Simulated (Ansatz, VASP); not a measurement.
**CoSb2O6: VASP beside Ansatz**

One calculation is typed for both programs; each brings its own data sets. How far apart do they land? The cell is taken from a series of runs on this material, whose earlier steps may have relaxed, scaled, displaced or heated it; both programs get it as it stands.

Method: plane waves, with VASP 6.6.1 beside it; relaxation of cell and atoms at PBEsol, in Ansatz 0.2.0.

**1. Starting point**

Symmetry: P4_2/mnm, No. 136, tetragonal system. Conventional cell: a = 4.660 Å, b = 4.660 Å, c = 9.363 Å, α = 90.00°, β = 90.00°, γ = 90.00°. Nearest to Co lie 6 O at 2.01 to 2.04 Å. Sb has 6 O at 2.00 to 2.03 Å nearest. Nearest to O lie 2 Sb at 2.00 to 2.01 Å and 1 Co at 2.04 Å. Nearest to O lie 1 Co at 2.01 Å and 2 Sb at 2.03 Å. Farther neighbours and most contacts between anions are not listed.

**2. Ansatz: relaxation of cell and atoms, PBEsol**

Ansatz runs on its PAW soft_1 files.

The relaxed volume is the usual yardstick between codes: in a stiff, nearly cubic crystal its relative difference is about their pressure difference at one cell divided by the bulk modulus.

Contents of input.yaml:

```yaml
crystal:
  lattice:
    - [4.660352662, 0.0, 0.0]
    - [0.0, 4.660352662, 0.0]
    - [0.0, 0.0, 9.3625129186]
  atoms:
    - { symbol: Co, position: [0.0, 0.0, 0.0], spin: 2.71 }
    - { symbol: Co, position: [0.5, 0.5, 0.5], spin: 2.71 }
    - { symbol: Sb, position: [0.0, 0.0, 0.3324235488] }
    - { symbol: Sb, position: [0.5, 0.5, 0.8324235488] }
    - { symbol: Sb, position: [0.5, 0.5, 0.1675764512] }
    - { symbol: Sb, position: [0.0, 0.0, 0.6675764512] }
    - { symbol: O, position: [0.3045723229, 0.3045723229, 0.3309962066] }
    - { symbol: O, position: [0.1954276771, 0.8045723229, 0.8309962066] }
    - { symbol: O, position: [0.6954276771, 0.6954276771, 0.3309962066] }
    - { symbol: O, position: [0.8045723229, 0.1954276771, 0.8309962066] }
    - { symbol: O, position: [0.8045723229, 0.1954276771, 0.1690037934] }
    - { symbol: O, position: [0.6954276771, 0.6954276771, 0.6690037934] }
    - { symbol: O, position: [0.1954276771, 0.8045723229, 0.1690037934] }
    - { symbol: O, position: [0.3045723229, 0.3045723229, 0.6690037934] }
    - { symbol: O, position: [0.3052752242, 0.3052752242, 0.0] }
    - { symbol: O, position: [0.1947247758, 0.8052752242, 0.5] }
    - { symbol: O, position: [0.6947247758, 0.6947247758, 0.0] }
    - { symbol: O, position: [0.8052752242, 0.1947247758, 0.5] }
kpoints:
  mp_grid: { grid: [8, 8, 4] }
hamiltonian:
  xc: pbesol
  pseudopotentials: { kind: paw, azcp: { folder: soft_1 }, xc_functional: pbe }
scf:
  occupations: { method: gaussian, width: 0.1 }
output:
  forces: true
  stress: true
  eigenvalues: true
  populations: true
magnetization:
  spin_polarized: true
relax:
  adjacent_minimum: "off"
  f_tol: 0.005
  max_steps: 80
  cell: { stress_tol: 0.05 }
```

Run with:

```console
$ ansatz run input.yaml --threads 16 --pin off --max-ram 61440MiB --backend cuda --events-out ev --progress --plain --runs-dir out --max-vram 78GiB
```

Numbers of over 12 decimals in the logs are rounded to 6 here.

The log of the run:

```text
Engine: ansatz 0.2.0, aarch64-unknown-linux-gnu
Pseudopotentials: kind: paw
Pseudopotential: Co, paw, valence charge 17, recommended cutoff 420 eV (normal), soft_1/Co.paw.azcp
Pseudopotential: Sb, paw, valence charge 15, recommended cutoff 420 eV (normal), soft_1/Sb.paw.azcp
Pseudopotential: O, paw, valence charge 6, recommended cutoff 420 eV (normal), soft_1/O.paw.azcp
Functional definition: PBEsol
  exchange = pbesol_x
  correlation = pbesol_c
[...]
Crystal: 18 atoms, lattice volume = 203.343 Å³
Basis set: ecut = 420 eV, 3919 PW (Γ), exchange–correlation on 64×64×128 points (8 copies of the dense FFT grid, shifted against one another)
Bands: 104, of which v1, the nominal top of the filled ones, is band 83 counted from 1 (82 counted from 0)
Symmetry: 16 space group operations
Space group: P42/mnm (ITA 136), of the structure as read, at distance tolerance 5.9e-5 Å
Magnetic group: BNS 136.495 (UNI 1155), of the structure as read, at distance tolerance 5.9e-5 Å
k-points: 45 of 256
Non-local potential: Co, projectors of the file, l = 0: 3, l = 1: 2, l = 2: 3, l = 3: 1
Non-local potential: Sb, projectors of the file, l = 0: 2, l = 1: 2, l = 2: 2, l = 3: 1
Non-local potential: O, projectors of the file, l = 0: 2, l = 1: 2, l = 2: 1
PAW form: soft (Blöchl's): semilocal exchange-correlation on the pseudo side does not see the compensation charge
PAW frozen core: Co, regenerated for the run's functional, and the local potential with it (the file was generated under x = pbe(κ = 0.804, μ = 0.219515), c = pbe(β = 0.066725))
PAW frozen core: Sb, regenerated for the run's functional, and the local potential with it (the file was generated under x = pbe(κ = 0.804, μ = 0.219515), c = pbe(β = 0.066725))
PAW frozen core: O, regenerated for the run's functional, and the local potential with it (the file was generated under x = pbe(κ = 0.804, μ = 0.219515), c = pbe(β = 0.066725))
PAW one-centre angular grid: Co, 590 points (default); XC on 64 Gauss nodes
PAW one-centre angular grid: Sb, 590 points (default); XC on 64 Gauss nodes
PAW one-centre angular grid: O, 110 points (default); XC on 64 Gauss nodes
Initial density: superposition of atomic densities (chi_scale 0.1, normalization cell, long waves kept (reshape's long-wave potential 0.02 eV rms))
Starting moments: Σ|m| = 5.42 μB on 2 of 18 sites
Initial wavefunctions: pseudopotential atomic-orbital guess
[...]
Functional: x = pbesol(κ = 0.804, μ = 0.123457), c = pbesol(β = 0.046)
SCF iter   1: F=—  HF=-42544.143224 eV  |F-HF|=—  |Δ(HF+E_count)|=         —  Δρ=7.39e-2 (↑6.93e-2 ↓7.39e-2)  dr2=3.66e1  dr2_m=4.55e-1  M=5.999 μB ∫|m|=6.001 μB  β_m=0.30  ethr=3.10e-3  ⟨swp⟩=5.0  Hψ=38793  notcnv=0  defer=642
Mixer restart at iter 1: flushing history
preconditioner: auto → Kerker (q_TF=auto, 2.638 Å⁻¹)  [metal: Δε(μ)=0.011 eV  Ē_g=19.406 eV  σ=0.100 eV  W_gap=0.06  n_scr=54 (ndim 8)  ℏωp=31.9 eV  f_vac=0.000  D(μ)=11.43/eV (n_scr^D=116)]
spin=Collinear: Kerker preconditioning applied to the charge; magnetization (m = ρ↑ − ρ↓) channel mixes plain (no charge-response kernel on spin).
SCF iter   2: F=—  HF=-42543.097276 eV  |F-HF|=—  |Δ(HF+E_count)|=    1.05e0  Δρ=3.79e-2 (↑3.79e-2 ↓3.63e-2)  dr2=1.24e1  dr2_m=2.19e-1  M=6.000 μB ∫|m|=6.016 μB  β_m=0.43  ethr=3.10e-3  ⟨swp⟩=2.5  Hψ=18983  notcnv=0  defer=1357
[...]
SCF iter  14: F=-42541.444805 eV  HF=-42541.444805 eV  |F-HF|=4.48e-8  |Δ(HF+E_count)|=   2.85e-9  Δρ=3.88e-6 (↑1.25e-6 ↓3.88e-6)  dr2=5.72e-8  dr2_m=4.03e-9  M=6.149 μB ∫|m|=6.255 μB  ethr=6.02e-11  ⟨swp⟩=10.7  Hψ=48318  notcnv=0
SCF 1 converged in 14 iterations: F = -42541.444805 eV  dr2 = 5.72e-8
  greatest PAW one-centre occupation: 1.003 electrons in one spin orbital (limit 2), on the Co atom at site 1 (counted from 0), in its partial waves of l = 1
relax step   1: F+E_penalty+E_count = -42541.44480517 eV  Δ(F+E_penalty+E_count) = +0.000e0 eV  max|allowed force component| = 3.895e-2 eV/Å  Δτ_max = 0.0000 Å  P = +0.433 GPa  Ω = 203.343 Å³  (14 SCF iters, dr2 threshold 1.00e-7 eV, accepted)
[...]
relax step   2: F+E_penalty+E_count = -42541.44491841 eV  Δ(F+E_penalty+E_count) = -1.132e-4 eV  max|allowed force component| = 1.964e-2 eV/Å  Δτ_max = 0.0016 Å  P = +0.090 GPa  Ω = 203.651 Å³  energy of the carried Pulay correction = -9.455e-4 eV  (5 SCF iters, dr2 threshold 1.09e-6 eV, accepted)
[...]
relax step   3: F+E_penalty+E_count = -42541.44471177 eV  Δ(F+E_penalty+E_count) = +2.066e-4 eV  max|allowed force component| = 5.087e-3 eV/Å  Δτ_max = 0.0009 Å  P = -0.050 GPa  Ω = 203.766 Å³  energy of the carried Pulay correction = -1.298e-3 eV  (8 SCF iters, dr2 threshold 4.14e-8 eV, accepted)
[...]
relax step   4: F+E_penalty+E_count = -42541.44487213 eV  Δ(F+E_penalty+E_count) = -1.604e-4 eV  max|allowed force component| = 1.779e-3 eV/Å  Δτ_max = 0.0005 Å  P = -0.018 GPa  Ω = 203.722 Å³  energy of the carried Pulay correction = -1.162e-3 eV  (9 SCF iters, dr2 threshold 1.15e-8 eV, accepted)
[...]
relax step   5: F+E_penalty+E_count = -42541.44605398 eV  Δ(F+E_penalty+E_count) = -1.182e-3 eV  max|allowed force component| = 1.764e-3 eV/Å  Δτ_max = 0.0000 Å  P = -0.009 GPa  Ω = 203.722 Å³  stress off target by 3.75e-2 GPa  SCF on the basis re-selected at this cell (its energy is not comparable with the rows above)  (8 SCF iters)
[...]
SCF converged after 8 iterations
[...]
k-point 2 ↑: bands = ["-85.2141", "-85.2141", "-49.0092", "-49.0092", "-48.7735", "-48.7735", "-48.0502", "-48.0502", "-19.1163", "-19.1163", "-19.0953", "-19.0953", "-19.0007", "-19.0007", "-18.9991", "-18.9991", "-18.9165", "-18.9165", "-18.8618", "-18.8618", "-18.8608", "-18.8608", "-18.8584", "-18.8584", "-18.8420", "-18.8420", "-18.8335", "-18.8335", "-9.9439", "-9.9439", "-8.4163", "-8.4163", "-7.7882", "-7.7 [...]
  k-point 44 ↓: bands = ["-82.0624", "-82.0624", "-45.6781", "-45.6781", "-45.6121", "-45.6121", "-45.3256", "-45.3256", "-19.0927", "-19.0927", "-19.0835", "-19.0835", "-19.0215", "-19.0215", "-18.9989", "-18.9989", "-18.9191", "-18.9191", "-18.8580", "-18.8580", "-18.8546", "-18.8546", "-18.8492", "-18.8492", "-18.8454", "-18.8454", "-18.8297", "-18.8297", "-9.0113", "-9.0113", "-8.2764", "-8.2764", "-7.8405", "-7. [...]
--- Relaxed structure (4 steps of the walk, 4 accepted, 1 SCFs on fresh bases) ---
  F+E_penalty+E_count = -42541.44605398 eV   max|allowed force component| = 1.764e-3 eV/Å   (the final SCF, on the basis selected at the relaxed cell)
  cell:  # Å, volume = 203.7215 Å³
    - [4.660780, 0, 0.0]
    - [0, 4.660780, 0.0]
    - [0.0, 0.0, 9.378206]
  atoms:
    - { symbol: Co, position: [0, 0, 0] }
    - { symbol: Co, position: [0.5, 0.5, 0.5] }
    - { symbol: Sb, position: [0, 0, 0.332564] }
    - { symbol: Sb, position: [0.5, 0.5, 0.832564] }
    - { symbol: Sb, position: [0.5, 0.5, 0.167436] }
    - { symbol: Sb, position: [0, 0, 0.667436] }
    - { symbol: O, position: [0.304805, 0.304805, 0.331214] }
    - { symbol: O, position: [0.195195, 0.804805, 0.831214] }
    - { symbol: O, position: [0.695195, 0.695195, 0.331214] }
    - { symbol: O, position: [0.804805, 0.195195, 0.831214] }
    - { symbol: O, position: [0.804805, 0.195195, 0.168786] }
    - { symbol: O, position: [0.695195, 0.695195, 0.668786] }
    - { symbol: O, position: [0.195195, 0.804805, 0.168786] }
    - { symbol: O, position: [0.304805, 0.304805, 0.668786] }
    - { symbol: O, position: [0.305092, 0.305092, 0] }
    - { symbol: O, position: [0.194908, 0.805092, 0.5] }
    - { symbol: O, position: [0.694908, 0.694908, 0] }
    - { symbol: O, position: [0.805092, 0.194908, 0.5] }
--- Löwdin populations: 18 sites ---
  site symbol       q [e]    m [muB]
     0     Co     15.7258     2.5789
     1     Co     15.7258     2.5789
     2     Sb     12.8711     0.0063
     3     Sb     12.8711     0.0063
     4     Sb     12.8711     0.0063
     5     Sb     12.8711     0.0063
     6      O      6.8432     0.0758
     7      O      6.8432     0.0758
     8      O      6.8432     0.0758
     9      O      6.8432     0.0758
    10      O      6.8432     0.0758
    11      O      6.8432     0.0758
    12      O      6.8432     0.0758
    13      O      6.8432     0.0758
    14      O      6.8214     0.0880
    15      O      6.8214     0.0880
    16      O      6.8214     0.0880
    17      O      6.8214     0.0880
  spilling = 0.006220 (of n_electrons = 166.000000)
```

(Part 1 of 2 ends here.)

[Lines on the potential files, build, host, timing and source positions are cut from VASP's logs without a mark.]

[Logs are printed without paths, hosts, clocks, repeated set-up lines and the standing remarks that a program may print on its own settings, such as how far it seeks lower states.]

[Hosts, paths, dates, database ids (printed as entryN), source tags and the programs' standing remarks are cut or masked in the printed files.]
